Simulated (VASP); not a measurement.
Energy against volume of K (bcc). All values below come from AM05 GGA, VASP's PBE PAW potentials (set 64) (plane waves; VASP). Numerical set-up: 520 eV cut-off, 10×10×10 Γ-centred mesh, first-order Methfessel-Paxton smearing of 0.10 eV, potentials K_sv.

| V (Å³/atom) | E (eV/atom) |
|---|---|
| 69.183 | -1.01477 |
| 71.391 | -1.01775 |
| 73.599 | -1.01904 |
| 75.807 | -1.01884 |

Question: Fit these four points and predict the energy of the run at 78.015 Å³/atom.

Answer: A cubic in V^(−2/3), the third-order Birch-Murnaghan form, passes through the four points with V0 = 74.38 Å³/atom and B0 = 3 GPa, and gives -1.0173 eV/atom there. The run gave -1.0174 eV/atom, -0.0 meV/atom from the fit; all five points give B0 = 3 GPa.

The compound is K in the bcc structure. It was relaxed first.
